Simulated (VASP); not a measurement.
# SbPd in VASP: a series of runs

The runs below take SbPd through single point, with PBE.

Program: VASP 6.6.1. These are calculated values, not measurements. Logs are shortened: lines on timing, memory, paths and dates and some standing lists are left out, and cuts for length are marked.

### 1 The sheet as given

The cell holds a sheet with vacuum, 2 atoms: a = 3.736 Å, b = 3.736 Å, c = 23.800 Å, α = 90.00°, β = 90.00°, γ = 90.00°.

The cell was built by a generator and needn't be a form met in nature.

### 2 Single point, PBE

INCAR

```
SYSTEM = SbPd
PREC = Accurate
ENCUT = 520
EDIFF = 1E-6
ISMEAR = 0
SIGMA = 0.1
LREAL = .FALSE.
LASPH = .TRUE.
NELM = 100
ALGO = Fast
ISIF = 2
LWAVE = .FALSE.
LCHARG = .FALSE.
LDIPOL = .TRUE.
IDIPOL = 3
DIPOL = 0.5 0.5 0.294
GGA = PE
NBANDS = 14
```

KPOINTS

```
Automatic mesh
0
G
  14 14 1
  0 0 0
```

POSCAR

```
SbPd
1.0
    3.7359268390      0.0000000000      0.0000000000
    0.0000000000      3.7359268390      0.0000000000
    0.0000000000      0.0000000000     23.8000000000
Sb Pd
1 1
Direct
    0.0000000000      0.0000000000      0.2941176471
    0.5000000000      0.5000000000      0.2941176471
```

Potentials or basis: VASP PAW PBE potentials, release 64 (Sb, Pd).

Launch:

```
cat potpaw_PBE.64/Sb/POTCAR potpaw_PBE.64/Pd/POTCAR > POTCAR
mpirun -np 1 vasp_std > vasp.out
```

OUTCAR:

```text
SYSTEM = SbPd
   PREC = Accurate
   ENCUT = 520
   EDIFF = 1E-6
   ISMEAR = 0
   LREAL = .FALSE.
   LASPH = .TRUE.
   NELM = 100
   ISIF = 2
   GGA = PE

 ion  position               nearest neighbor table
   1  0.000  0.000  0.294-   2 2.64   2 2.64   2 2.64   2 2.64
   2  0.500  0.500  0.294-   1 2.64   1 2.64   1 2.64   1 2.64

  LATTYP: Found a simple tetragonal cell.
 ALAT       =     3.7359268390
 C/A-ratio  =     6.3705744319

  Lattice vectors:

 A1 = (   3.7359268390,   0.0000000000,   0.0000000000)
 A2 = (   0.0000000000,   3.7359268390,   0.0000000000)
 A3 = (   0.0000000000,   0.0000000000,  23.8000000000)

Analysis of symmetry for initial positions (statically):
=====================================================================
 Subroutine PRICEL returns:
 Original cell was already a primitive cell.

 Routine SETGRP: Setting up the symmetry group for a
 simple tetragonal supercell.

 Subroutine GETGRP returns: Found 16 space group operations
 (whereof  8 operations were pure point group operations)
 out of a pool of 16 trial point group operations.

The static configuration has the point symmetry C_4v.
 The point group associated with its full space group is D_4h.

Analysis of symmetry for dynamics (positions and initial velocities):
=====================================================================
 Subroutine PRICEL returns:
 Original cell was already a primitive cell.

 Routine SETGRP: Setting up the symmetry group for a
 simple tetragonal supercell.

 Subroutine GETGRP returns: Found 16 space group operations
 (whereof  8 operations were pure point group operations)
 out of a pool of 16 trial point group operations.

The dynamic configuration has the point symmetry C_4v.
 The point group associated with its full space group is D_4h.

 Subroutine INISYM returns: Found 16 space group operations
 (whereof  8 operations are pure point group operations),
 and found     1 'primitive' translations

----------------------------------------------------------------------------------------

                                     Primitive cell

  volume of cell :     332.1802

  direct lattice vectors                    reciprocal lattice vectors
     3.735926839  0.000000000  0.000000000     0.267671195  0.000000000  0.000000000
     0.000000000  3.735926839  0.000000000     0.000000000  0.267671195  0.000000000
     0.000000000  0.000000000 23.800000000     0.000000000  0.000000000  0.042016807

  length of vectors
     3.735926839  3.735926839 23.800000000     0.267671195  0.267671195  0.042016807

  position of ions in fractional coordinates (direct lattice)
     0.000000000  0.000000000  0.294117647
     0.500000000  0.500000000  0.294117647

  ion indices of the primitive-cell ions
   primitive index   ion index
                 1           1
                 2           2

----------------------------------------------------------------------------------------

 KPOINTS: Automatic mesh

Automatic generation of k-mesh.
 Grid dimensions read from file:
 generate k-points for:   14   14    1

 Generating k-lattice:

  Cartesian coordinates                     Fractional coordinates (reciprocal lattice)
     0.019119371  0.000000000  0.000000000     0.071428571  0.000000000  0.000000000
     0.000000000  0.019119371  0.000000000     0.000000000  0.071428571  0.000000000
     0.000000000  0.000000000  0.042016807     0.000000000  0.000000000  1.000000000

  Length of vectors
     0.019119371  0.019119371  0.042016807

  Shift w.r.t. Gamma in fractional coordinates (k-lattice)
     0.000000000  0.000000000  0.000000000

 Subroutine IBZKPT returns following result:
 ===========================================

 Found     36 irreducible k-points:

 Following reciprocal coordinates:
            Coordinates               Weight
  0.000000  0.000000  0.000000      1.000000
  0.071429  0.000000  0.000000      4.000000
  0.142857  0.000000  0.000000      4.000000
  0.214286  0.000000  0.000000      4.000000
  0.285714  0.000000  0.000000      4.000000
  0.357143  0.000000  0.000000      4.000000
[... 16 lines left out ...]
  0.285714  0.214286  0.000000      8.000000
  0.357143  0.214286  0.000000      8.000000
 [... further k-points ...]
   k-points           NKPTS =     36   k-points in BZ     NKDIM =     36   number of bands    NBANDS=     14
   number of dos      NEDOS =    301   number of ions     NIONS =      2
   total plane-waves  NPLWV = 141120
   dimension x,y,z NGX =    28 NGY =   28 NGZ =  180
   dimension x,y,z NGXF=    56 NGYF=   56 NGZF=  360
   ions per type =               1   1
   NGX,Y,Z   is equivalent  to a cutoff of  12.46, 12.46, 12.57 a.u.
   NGXF,Y,Z  is equivalent  to a cutoff of  24.92, 24.92, 25.15 a.u.
 SYSTEM =  SbPd
   PREC   = accura    normal or accurate (medium, high low for compatibility)
   ISTART =      0    job   : 0-new  1-cont  2-samecut
   ICHARG =      2    charge: 1-file 2-atom 10-const
   ISPIN  =      1    spin polarized calculation?
   LNONCOLLINEAR =      F non collinear calculations
   LSORBIT =      F    spin-orbit coupling
   LASPH  =      T    aspherical Exc in radial PAW
   ENCUT  =  520.0 eV  38.22 Ry    6.18 a.u.   6.95  6.95 44.25*2*pi/ulx,y,z
   NELM   =    100;   NELMIN=  2; NELMDL= -5     # of ELM steps
   EDIFF  = 0.1E-05   stopping-criterion for ELM
   LREAL  =      F    real-space projection
   EDIFFG = 0.1E-04   stopping-criterion for IOM
   NSW    =      0    number of steps for IOM
   IBRION =     -1    ionic relax: 0-MD 1-quasi-New 2-CG
   NFREE  =      0    steps in history (QN), initial steepest desc. (CG)
   ISIF   =      2    stress and relaxation
   ISYM   =      2    0-nonsym 1-usesym 2-fastsym
   POTIM  = 0.5000    time-step for ionic-motion
   TEBEG  =    0.0;   TEEND  =   0.0 temperature during run
   PSTRESS=    0.0 pullay stress
   NELECT =      15.0000    total number of electrons
   NUPDOWN=      -1.0000    fix difference up-down
   EMIN   =  10.00;   EMAX   =-10.00  energy-range for DOS
   EFERMI =   0.00;   METHOD = LEGACY
   ISMEAR =     0;   SIGMA  =   0.10  broadening in eV -4-tet -1-fermi 0-gaus
   EFERMI_NEDOS =   21; number of points for ismear=-14 and -15
   IALGO  =     68    algorithm
   IMIX   =      4    mixing-type and parameters
     AMIX     =   0.40;   BMIX     =  1.00
     AMIX_MAG =   1.60;   BMIX_MAG =  1.00
  volume/ion in A,a.u.               =     166.09      1120.83
  Fermi-wavevector in a.u.,A,eV,Ry     =   0.582972  1.101656  4.624019  0.339856
  Thomas-Fermi vector in A             =   1.628087
   LORBIT       =      0    0 simple, 1 ext, 2 COOP (PROOUT), +10 PAW based schemes
   GGA     = PE    functional components
   LHFCALC =     F    Hartree Fock is set to
   AEXX    =    0.0000 exact exchange contribution
   IVDW    =     0    specifies the selected vdW correction
   LEPSILON=     F    determine dielectric tensor
   LRPA    =     F    only Hartree local field effects (RPA)
 non-spin polarized calculation
 RMM-DIIS sequential band-by-band and
 Gauss-broadening in eV      SIGMA  =   0.10
  energy-cutoff  :      520.00
  volume of cell :      332.18
 maximum number of plane-waves:      8990
 NGX is ok and might be reduce to    28
   NGX = 13   NGY = 13   NGZ = 89

 dipolmoment           0.000000      0.000000     -0.000000 electrons x Angstroem

 number of electron      14.9999993 magnetization

 dipolmoment           0.000000      0.000000      0.000002 electrons x Angstroem

 Free energy of the ion-electron system (eV)
  ---------------------------------------------------
  ext. energy  EPLUGINS =         0.00000000
  ---------------------------------------------------
  free energy    TOTEN  =        -8.71443849 eV

  energy without entropy =       -8.70823741  energy(sigma->0) =       -8.71133795

 E-fermi :  -2.9559     XC(G=0):  -2.0396

 val. band max:       -2.9889402584   @ k =   0.5000   0.3571   0.0000
 cond. band min:      -2.9238434102   @ k =   0.1429   0.1429   0.0000
 fundamental gap:      0.0650968482
 Fermi energy:        -2.9559072548

 k-point     1 :       0.0000    0.0000    0.0000
  band No.  band energies     occupation
      1     -13.6609      2.00000
      2      -6.5834      2.00000
      3      -5.9864      2.00000
      4      -5.2756      2.00000
      5      -5.2756      2.00000
      6      -5.1040      2.00000
      7      -5.0992      2.00000
      8      -2.4264      0.00000
      9      -2.4264      0.00000
     10       0.7085      0.00000
     11       1.4382      0.00000
     12       1.7267      0.00000
     13       1.9593      0.00000
     14       2.4377      0.00000

 k-point     2 :       0.0714    0.0000    0.0000
  band No.  band energies     occupation
      1     -13.6096      2.00000
      2      -6.5977      2.00000
      3      -6.0970      2.00000
      4      -5.5191      2.00000
      5      -5.2744      2.00000
      6      -5.1160      2.00000
      7      -4.8072      2.00000
      8      -2.7703      0.00866
      9      -2.2329      0.00000
     10       0.8236      0.00000
     11       1.4882      0.00000
     12       1.8453      0.00000
     13       2.1865      0.00000
     14       2.4863      0.00000
[... 343 lines left out ...]
      1     -12.6305      2.00000
      2      -7.6417      2.00000
      3      -6.6917      2.00000
      4      -6.0635      2.00000
      5      -5.4487      2.00000
      6      -5.0891      2.00000
      7      -3.8952      2.00000
      8      -3.0632      1.87073
      9      -2.5645      0.00000
     10       1.7418      0.00000
     11       2.0968      0.00000
     12       3.1182      0.00000
     13       3.1791      0.00000
     14       3.5350      0.00000

 k-point    24 :       0.3571    0.2143    0.0000
  band No.  band energies     occupation
      1     -12.3942      2.00000
      2      -7.8155      2.00000
      3      -6.7983      2.00000
      4      -6.1124      2.00000
      5      -5.4420      2.00000
      6      -5.1624      2.00000
      7      -4.3158      2.00000
      8      -2.7307      0.00145
      9      -1.9683      0.00000
     10       1.3093      0.00000
     11       2.2873      0.00000
     12       2.7839      0.00000
     13       3.4943      0.00000
     14       3.6822      0.00000

 [... further k-points ...]

------------------------ aborting loop because EDIFF is reached ----------------------------------------

 vacuum level on the upper side and lower side of the slab       (xc-potential included)        -0.006        -0.007

  FORCE on cell =-STRESS in cart. coord.  units (eV):
  Direction    XX          YY          ZZ          XY          YZ          ZX
  --------------------------------------------------------------------------------------
  -------------------------------------------------------------------------------------
  Total       -0.0930870     -0.0930870     -0.0095331      0.0000000      0.0000000      0.0000000
  in kB       -0.4489791     -0.4489791     -0.0459803      0.0000000      0.0000000      0.0000000
  external PRESSURE =      -0.3146462 kB  Pullay stress =       0.0000000 kB

 VOLUME and BASIS-vectors are now :
 -----------------------------------------------------------------------------
  energy-cutoff  :      520.00
  volume of cell :      332.18
      direct lattice vectors                 reciprocal lattice vectors
     3.735926839  0.000000000  0.000000000     0.267671195  0.000000000  0.000000000
     0.000000000  3.735926839  0.000000000     0.000000000  0.267671195  0.000000000
     0.000000000  0.000000000 23.800000000     0.000000000  0.000000000  0.042016807

 POSITION                                       TOTAL-FORCE (eV/Angst)
 -----------------------------------------------------------------------------------
      0.00000      0.00000      7.00000         0.000000      0.000000      0.000000
      1.86796      1.86796      7.00000         0.000000     -0.000000      0.000000
 -----------------------------------------------------------------------------------
    total drift:                                0.000000      0.000000     -0.000015

  FREE ENERGIE OF THE ION-ELECTRON SYSTEM (eV)
  ---------------------------------------------------
  free  energy   TOTEN  =        -8.7144384853 eV

  energy  without entropy=       -8.7082374140  energy(sigma->0) =       -8.71133795

 vacuum level on the upper side and lower side of the slab         1.716         1.716
```

Run time: 2.2 min. Hardware: 1 thread of Intel Xeon 6975P-C (Granite Rapids), shared host; peak memory 0.48 GiB.

Results:

* Free energy: -8.7144 eV
* Band gap on the k mesh: none (metal or under the smearing width)

Levels at points of the mesh, in eV from the Fermi level:
```
           k point  band 3  band 4  band 5  band 6  band 7  band 8  band 9  band 10  band 11  band 12
(0.00, 0.00, 0.00)   -3.03   -2.32   -2.32   -2.15   -2.14    0.53    0.53     3.66     4.39     4.68
(0.50, 0.00, 0.00)   -4.43   -3.46   -2.38   -2.29   -1.54    0.80    3.01     4.77     5.86     6.42
(0.50, 0.50, 0.00)   -3.07   -2.70   -2.70   -2.29   -2.16   -0.88    0.18     1.26     5.83     6.93
```

### 3 Single point, PBE

This run uses another cell than the first one, of 166.58 Å³/atom, 1.003 times its volume.

INCAR is that of step 2.

KPOINTS

```
regular mesh
0
G
  14 14 1
  0 0 0
```

POSCAR

```
SbPd
1.0
    3.7414376572      0.0000000000      0.0000000000
    0.0000000000      3.7414376572      0.0000000000
    0.0000000000      0.0000000000     23.8000000000
Sb Pd
1 1
Direct
    0.0000000000      0.0000000000      0.2941176471
    0.5000000000      0.5000000000      0.2941176471
```

Potentials or basis: VASP PAW PBE potentials, release 64 (Sb, Pd).

Launch:

```
cat potpaw_PBE.64/Sb/POTCAR potpaw_PBE.64/Pd/POTCAR > POTCAR
mpirun -np 1 vasp_std > vasp.out
```

Run time: 1.8 min. Hardware: 1 thread of Intel Xeon 6975P-C (Granite Rapids), shared host; peak memory 0.49 GiB.

The run converged. Its results:

| Item | Value |
| --- | --- |
| Free energy | -8.7140 eV |
| Band gap on the k mesh | none (metal or under the smearing width) |

Levels at points of the mesh, in eV from the Fermi level:
```csv
k point,band 4,band 5,band 6,band 7,band 8,band 9,band 10,band 11
"(0.00, 0.00, 0.00)",-2.30,-2.30,-2.13,-2.13,0.53,0.53,3.66,4.40
"(0.50, 0.00, 0.00)",-3.44,-2.36,-2.28,-1.53,0.80,3.02,4.74,5.86
"(0.50, 0.50, 0.00)",-2.68,-2.68,-2.27,-2.15,-0.88,0.19,1.26,5.83
```

The run has no spin-orbit coupling, so splittings on Sb are missing.
